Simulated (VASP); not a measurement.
YHfF3:

```
CELL_PARAMETERS angstrom
4.43473 0.00000 0.00000
0.00000 4.43473 0.00000
0.00000 0.00000 4.43473
ATOMIC_POSITIONS crystal
Y 0.50000 0.50000 0.50000
Hf 0.00000 0.00000 0.00000
F 0.50000 0.00000 0.00000
F 0.00000 0.50000 0.00000
F 0.00000 0.00000 0.50000
```

The cell was built by a generator and needn't be a form met in nature.

```yaml
Program: VASP 6.6.1
Task: relaxation of cell and atoms
Functional: PBE
Potentials_or_basis: VASP PAW PBE potentials, release 64 (Y_sv, Hf_pv, F)
Cutoff: 600 eV
k_mesh: 8 × 8 × 8
Occupations: gaussian, width 0.1 eV
Spin: no spin polarisation
```

At the start: pressure -1.8 GPa; volume 17.44 Å³/atom.

Question: How do energy, volume and symmetry change on relaxing?

Answer: Over 3 steps the energy falls by 2.5 meV/atom and the volume is 16.99 Å³/atom (-2.6 %); space group Pm-3m (No. 221, to 0.05 Å).

The path:
```csv
step,energy change (eV),largest force (eV/Å),pressure (GPa),volume (Å³)
1,0.0000,0.0000,-1.79,87.22
2,-0.0125,0.0000,0.15,84.79
3,-0.0126,0.0000,0.01,84.97
```

Final structure:
```xyz
5
Lattice="4.3963 0.0000 0.0000 0.0000 4.3963 0.0000 0.0000 0.0000 4.3963" Properties=species:S:1:pos:R:3 pbc="T T T"
Y     2.1982    2.1982    2.1982
Hf    0.0000    0.0000    0.0000
F     2.1982    0.0000    0.0000
F     0.0000    2.1982    0.0000
F     0.0000    0.0000    2.1982
```
